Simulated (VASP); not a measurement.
All values below come from PBE GGA, VASP's PBE PAW potentials (set 64) (plane waves; VASP 6.6.1).

VASP input:

File KPOINTS:
```
Regular mesh
0
Gamma
 7 7 1
```

### POSCAR
```
Tb
3.5791780
  1.0000000000   0.0000000000   0.0000000000
 -0.5000000000   0.8660253835   0.0000000000
  0.0000000000   0.0000000000   6.3246644900
Tb
4
Cartesian
 -0.0048275000   0.0032224805   4.3706340972
  0.0024635000  -0.0091582184   2.7613991137
  0.0024980000   0.5840527148   1.9552384038
  0.4998660000   0.2879084067   3.5620320668
```

INCAR:
```
SYSTEM=Tb
PREC=Accurate; ENCUT=300; LREAL=.FALSE.
LASPH=.TRUE.
EDIFF=1E-6; NELM=100; ALGO=Normal
LMAXMIX=6
ISMEAR=-1; SIGMA=0.025
GGA=PE
MAGMOM=6.0 6.0 6.0 6.0
ISPIN=2
ISIF=2
LWAVE=.FALSE.; LCHARG=.FALSE.; LORBIT=11
DIPOL=0.5 0.5 0.5
LDIPOL=.TRUE.; IDIPOL=3
```

POTCAR, in this order: Tb (PBE.64 set). Program: vasp_std.

What VASP printed:

OSZICAR:
```
...
DAV:  12    -0.152365301597E+03   -0.20693E+02   -0.21345E+01 10086   0.195E+01    0.348E+02
DAV:  13    -0.163962192294E+03   -0.11597E+02   -0.84681E+01  8463   0.457E+01    0.332E+02
DAV:  14    -0.190265087444E+03   -0.26303E+02   -0.10645E+02  8820   0.383E+01    0.286E+02
DAV:  15    -0.884452627735E+02    0.10182E+03   -0.37554E+01  8559   0.351E+01    0.206E+02
DAV:  16    -0.401973841886E+02    0.48248E+02   -0.11283E+02  9445   0.573E+01    0.608E+02
DAV:  17    -0.436346936405E+02   -0.34373E+01   -0.43188E+01  9770   0.202E+01    0.305E+02
DAV:  18    -0.845601285600E+02   -0.40925E+02   -0.23545E+02  8354   0.136E+02    0.262E+02
DAV:  19    -0.456158192740E+02    0.38944E+02   -0.38301E+01  8460   0.245E+01    0.156E+02
DAV:  20    -0.686340950390E+02   -0.23018E+02   -0.25837E+02  8988   0.749E+01    0.261E+02
DAV:  21    -0.534952420303E+02    0.15139E+02   -0.33932E+01 10424   0.204E+01    0.110E+02
DAV:  22    -0.455152888033E+02    0.79800E+01   -0.30020E+01  7886   0.326E+01    0.677E+01
DAV:  23    -0.425885521369E+02    0.29267E+01   -0.29192E+01  8626   0.416E+01    0.645E+01
DAV:  24    -0.418974999320E+02    0.69105E+00   -0.16375E+01  7805   0.253E+01    0.636E+01
DAV:  25    -0.407946327118E+02    0.11029E+01   -0.10075E+01  8935   0.138E+01    0.632E+01
DAV:  26    -0.421011130954E+02   -0.13065E+01   -0.11083E+01  8797   0.161E+01    0.597E+01
DAV:  27    -0.435854890694E+02   -0.14844E+01   -0.16030E+00  8198   0.661E+00    0.588E+01
DAV:  28    -0.429504852117E+02    0.63500E+00   -0.12157E+00  8584   0.639E+00    0.562E+01
DAV:  29    -0.439975162985E+02   -0.10470E+01   -0.10349E+00  8659   0.994E+00    0.550E+01
DAV:  30    -0.426947168980E+02    0.13028E+01   -0.93177E-01  8426   0.123E+01    0.511E+01
DAV:  31    -0.400786771724E+02    0.26160E+01   -0.15854E+00  8274   0.118E+01    0.467E+01
DAV:  32    -0.385147075522E+02    0.15640E+01   -0.84573E-01  9421   0.669E+00    0.454E+01
DAV:  33    -0.378029369241E+02    0.71177E+00   -0.41718E-01  9603   0.377E+00    0.457E+01
DAV:  34    -0.376188897079E+02    0.18405E+00   -0.96421E-02 10129   0.177E+00    0.460E+01
DAV:  35    -0.376172117450E+02    0.16780E-02   -0.36198E-02  9132   0.175E+00    0.466E+01
DAV:  36    -0.371402034327E+02    0.47701E+00   -0.12809E-01  7473   0.677E+00    0.468E+01
DAV:  37    -0.385810301684E+02   -0.14408E+01   -0.28043E+00  8048   0.846E+00    0.491E+01
DAV:  38    -0.389388951781E+02   -0.35787E+00   -0.38535E-01  8395   0.416E+00    0.484E+01
DAV:  39    -0.390436808844E+02   -0.10479E+00   -0.25046E-01  8524   0.294E+00    0.476E+01
DAV:  40    -0.392100758772E+02   -0.16639E+00   -0.15890E-01  8738   0.330E+00    0.471E+01
DAV:  41    -0.385792840454E+02    0.63079E+00   -0.19307E-01  8169   0.342E+00    0.472E+01
DAV:  42    -0.383305730761E+02    0.24871E+00   -0.63579E-02  9159   0.175E+00    0.473E+01
DAV:  43    -0.382970173883E+02    0.33556E-01   -0.25139E-02 10496   0.774E-01    0.474E+01
DAV:  44    -0.383509140344E+02   -0.53897E-01   -0.22349E-02 10579   0.651E-01    0.475E+01
DAV:  45    -0.383468255343E+02    0.40885E-02   -0.30366E-03 10404   0.260E-01    0.475E+01
DAV:  46    -0.383485860591E+02   -0.17605E-02   -0.52970E-04 10248   0.949E-02    0.475E+01
DAV:  47    -0.384432763257E+02   -0.94690E-01   -0.14682E-03  7916   0.457E-01    0.476E+01
DAV:  48    -0.387466532459E+02   -0.30338E+00   -0.23870E-02  8306   0.125E+00    0.476E+01
DAV:  49    -0.386133039043E+02    0.13335E+00   -0.62444E-03  8466   0.740E-01    0.476E+01
DAV:  50    -0.385430815174E+02    0.70222E-01   -0.30322E-03  7851   0.421E-01    0.476E+01
DAV:  51    -0.604017801819E+02   -0.21859E+02   -0.23502E+01  8563   0.451E+01    0.113E+02
DAV:  52    -0.592686456287E+02    0.11331E+01   -0.30554E+00  9161   0.979E+00    0.114E+02
DAV:  53    -0.592968606800E+02   -0.28215E-01   -0.53912E-01 10403   0.370E+00    0.114E+02
DAV:  54    -0.583959161719E+02    0.90094E+00   -0.74015E-02 10936   0.163E+00    0.114E+02
DAV:  55    -0.601661589731E+02   -0.17702E+01   -0.39257E-02  9269   0.208E+00    0.115E+02
DAV:  56    -0.532137172067E+02    0.69524E+01   -0.18727E+01  7620   0.456E+01    0.117E+02
DAV:  57    -0.526423484038E+02    0.57137E+00   -0.12300E+01 10541   0.214E+01    0.995E+01
DAV:  58    -0.551400793824E+02   -0.24977E+01   -0.27878E+00  9383   0.144E+01    0.104E+02
DAV:  59    -0.591000336054E+02   -0.39600E+01   -0.23075E+00  9527   0.155E+01    0.104E+02
DAV:  60    -0.602074477763E+02   -0.11074E+01   -0.18537E+00  9647   0.774E+00    0.110E+02
DAV:  61    -0.600390859828E+02    0.16836E+00   -0.18572E+01  8773   0.312E+01    0.112E+02
DAV:  62    -0.576540358855E+02    0.23851E+01   -0.11375E+00  9956   0.965E+00    0.108E+02
DAV:  63    -0.564979715439E+02    0.11561E+01   -0.15146E+00  9744   0.897E+00    0.108E+02
DAV:  64    -0.564038418531E+02    0.94130E-01   -0.30612E-01  9324   0.525E+00    0.110E+02
DAV:  65    -0.565754088307E+02   -0.17157E+00   -0.92242E-02 10880   0.228E+00    0.110E+02
DAV:  66    -0.560764469188E+02    0.49896E+00   -0.45485E+01  7372   0.766E+01    0.195E+02
DAV:  67    -0.521886460359E+02    0.38878E+01   -0.20312E+01  9395   0.280E+01    0.124E+02
DAV:  68    -0.546363629027E+02   -0.24477E+01   -0.47485E+00  9559   0.137E+01    0.109E+02
DAV:  69    -0.468758565850E+02    0.77605E+01   -0.21454E+00  8766   0.130E+01    0.105E+02
DAV:  70    -0.377294143706E+02    0.91464E+01   -0.12555E+01  8088   0.217E+01    0.662E+01
DAV:  71    -0.382503588782E+02   -0.52094E+00   -0.99071E+00  8690   0.300E+01    0.545E+01
DAV:  72    -0.364224073287E+02    0.18280E+01   -0.18488E+00  8747   0.206E+01    0.442E+01
DAV:  73    -0.376879669754E+02   -0.12656E+01   -0.91999E+00  9984   0.121E+01    0.420E+01
DAV:  74    -0.379708434982E+02   -0.28288E+00   -0.14972E+00 10200   0.954E+00    0.408E+01
DAV:  75    -0.382434965357E+02   -0.27265E+00   -0.65505E-01 10125   0.496E+00    0.415E+01
DAV:  76    -0.367650951453E+02    0.14784E+01   -0.95136E+00  8364   0.150E+01    0.438E+01
DAV:  77    -0.370276044783E+02   -0.26251E+00   -0.11762E+00  9398   0.131E+01    0.410E+01
DAV:  78    -0.368514100683E+02    0.17619E+00   -0.22122E-01 10280   0.301E+00    0.408E+01
DAV:  79    -0.368247866793E+02    0.26623E-01   -0.71959E-02 10495   0.217E+00    0.407E+01
DAV:  80    -0.367985617820E+02    0.26225E-01   -0.21450E-02 10224   0.631E-01    0.409E+01
DAV:  81    -0.376891613601E+02   -0.89060E+00   -0.37012E+00  8020   0.204E+01    0.410E+01
DAV:  82    -0.393106831232E+02   -0.16215E+01   -0.52217E+00  9027   0.145E+01    0.512E+01
DAV:  83    -0.393532588474E+02   -0.42576E-01   -0.18237E-01  9085   0.227E+00    0.520E+01
DAV:  84    -0.391214552687E+02    0.23180E+00   -0.61761E-02 10606   0.136E+00    0.509E+01
DAV:  85    -0.391752627953E+02   -0.53808E-01   -0.11659E-01  9981   0.224E+00    0.526E+01
DAV:  86    -0.402092537278E+02   -0.10340E+01   -0.19763E+00  8622   0.165E+01    0.570E+01
DAV:  87    -0.394643388086E+02    0.74491E+00   -0.36963E+00  9267   0.115E+01    0.488E+01
DAV:  88    -0.397486444257E+02   -0.28431E+00   -0.59688E-01  9878   0.776E+00    0.484E+01
DAV:  89    -0.398497886563E+02   -0.10114E+00   -0.88004E-02 10992   0.365E+00    0.488E+01
DAV:  90    -0.398680026892E+02   -0.18214E-01   -0.40782E-02 10184   0.950E-01    0.488E+01
DAV:  91    -0.405243779139E+02   -0.65638E+00   -0.31283E+00  7014   0.259E+01    0.594E+01
DAV:  92    -0.404734538007E+02    0.50924E-01   -0.62330E+00  8844   0.166E+01    0.569E+01
DAV:  93    -0.415099219679E+02   -0.10365E+01   -0.12829E+00  9923   0.107E+01    0.571E+01
DAV:  94    -0.414962170629E+02    0.13705E-01   -0.25303E-01 10256   0.571E+00    0.572E+01
DAV:  95    -0.413279316613E+02    0.16829E+00   -0.89146E-02 10320   0.484E+00    0.573E+01
DAV:  96    -0.371121802862E+02    0.42158E+01   -0.30103E+00  7887   0.171E+01    0.434E+01
DAV:  97    -0.372445670931E+02   -0.13239E+00   -0.83545E-01  9357   0.987E+00    0.427E+01
DAV:  98    -0.368535607151E+02    0.39101E+00   -0.27686E-01  9768   0.479E+00    0.427E+01
DAV:  99    -0.367631821399E+02    0.90379E-01   -0.92123E-02 10381   0.195E+00    0.432E+01
DAV: 100    -0.368970386527E+02   -0.13386E+00   -0.45543E-02  9778   0.161E+00
   1 F= -.36897039E+02 E0= -.36882762E+02  d E =-.285538E-01  mag=    24.9556
```

### OUTCAR
```
------------------------ aborting loop EDIFF was not reached (unconverged)  ----------------------------
  FORCE on cell =-STRESS in cart. coord.  units (eV):
  Direction    XX          YY          ZZ          XY          YZ          ZX
  --------------------------------------------------------------------------------------
  Total      -37.4291326    -41.5508059    -56.4848353     14.6632524     -0.2670790     -3.4075478
  in kB     -238.7824144   -265.0769886   -360.3499311     93.5454970     -1.7038538    -21.7387486
  external PRESSURE =    -288.0697780 kB  Pullay stress =       0.0000000 kB
  volume of cell :      251.14
      direct lattice vectors                 reciprocal lattice vectors
     3.579178000  0.000000000  0.000000000     0.279393760  0.161308066  0.000000000
    -1.789589000  3.099659000  0.000000000     0.000000000  0.322616133  0.000000000
     0.000000000  0.000000000 22.637100000     0.000000000  0.000000000  0.044175270
 POSITION                                       TOTAL-FORCE (eV/Angst)
 -----------------------------------------------------------------------------------
      3.56190      0.01153     15.64328         0.024446     -0.051012     -0.572515
      1.79841      3.06688      9.88354         0.012779      0.016305     -0.213363
      0.00894      2.09043      6.99815        -0.025848      0.000247     -0.200388
      1.78911      1.03048     12.74915        -0.011378      0.034460      0.986267
 -----------------------------------------------------------------------------------
    total drift:                                0.024392      0.021364     -1.549650
  FREE ENERGIE OF THE ION-ELECTRON SYSTEM (eV)
  ---------------------------------------------------
  free  energy   TOTEN  =       -36.8970386527 eV

  energy  without entropy=      -36.8684848949  energy(sigma->0) =      -36.88276177

 total charge

# of ion       s       p       d       f       tot
--------------------------------------------------
    1        2.075   5.567   0.351   7.820  15.813
    2        2.088   5.634   0.483   6.859  15.063
    3        2.095   5.600   0.637   8.848  17.180
    4        2.088   5.593   0.565   8.639  16.884
--------------------------------------------------
tot          8.346  22.394   2.036  32.165  64.941

 magnetization (x)

# of ion       s       p       d       f       tot
--------------------------------------------------
    1        0.006  -0.024   0.123   5.863   5.968
    2       -0.000  -0.069   0.152   6.845   6.927
    3        0.002  -0.040   0.118   4.926   5.006
    4        0.002  -0.044   0.079   5.138   5.175
--------------------------------------------------
tot          0.009  -0.178   0.473  22.772  23.077
```
(Selected blocks of OUTCAR.)

File stdout:
```
...
DAV:  99    -0.367631821399E+02    0.90379E-01   -0.92123E-02 10381   0.195E+00    0.432E+01
DAV: 100    -0.368970386527E+02   -0.13386E+00   -0.45543E-02  9778   0.161E+00

 -----------------------------------------------------------------------------
|                                                                             |
|           W    W    AA    RRRRR   N    N  II  N    N   GGGG   !!!           |
|           W    W   A  A   R    R  NN   N  II  NN   N  G    G  !!!           |
|           W    W  A    A  R    R  N N  N  II  N N  N  G       !!!           |
|           W WW W  AAAAAA  RRRRR   N  N N  II  N  N N  G  GGG   !            |
|           WW  WW  A    A  R   R   N   NN  II  N   NN  G    G                |
|           W    W  A    A  R    R  N    N  II  N    N   GGGG   !!!           |
|                                                                             |
|     The minimum charge density times volume of the cell along the axis      |
|     of the dipole correction is larger 1E-1, which could mean that your     |
|     workfunction is not accurate as there is no field free region in        |
|     your cell. Please consider either increasing the size of your cell      |
|     along the dipole correction (vacuum dimension) or perhaps               |
|     increasing the precision of your calculation.                           |
|                                                                             |
 -----------------------------------------------------------------------------

 -----------------------------------------------------------------------------
|                                                                             |
|           W    W    AA    RRRRR   N    N  II  N    N   GGGG   !!!           |
|           W    W   A  A   R    R  NN   N  II  NN   N  G    G  !!!           |
|           W    W  A    A  R    R  N N  N  II  N N  N  G       !!!           |
|           W WW W  AAAAAA  RRRRR   N  N N  II  N  N N  G  GGG   !            |
|           WW  WW  A    A  R   R   N   NN  II  N   NN  G    G                |
|           W    W  A    A  R    R  N    N  II  N    N   GGGG   !!!           |
|                                                                             |
|     The electronic self-consistency was not achieved in the given           |
|     number of steps (NELM). The forces and other quantities evaluated       |
|     might not be reliable so examine the results carefully. If you find     |
|     spurious results, we suggest increasing NELM, if you were close to      |
|     convergence or switching to a different ALGO or adjusting the           |
|     density mixing parameters otherwise.                                    |
|                                                                             |
 -----------------------------------------------------------------------------

   1 F= -.36897039E+02 E0= -.36882762E+02  d E =-.285538E-01  mag=    24.9556
```

The run did not converge; its last values are not results.

At this cut-off the stress carries a Pulay error, which pulls relaxed volumes low. The cell holds a wide vacuum, so values per volume refer to the whole cell.

The cell is a sheet with vacuum, built from a generated structure.
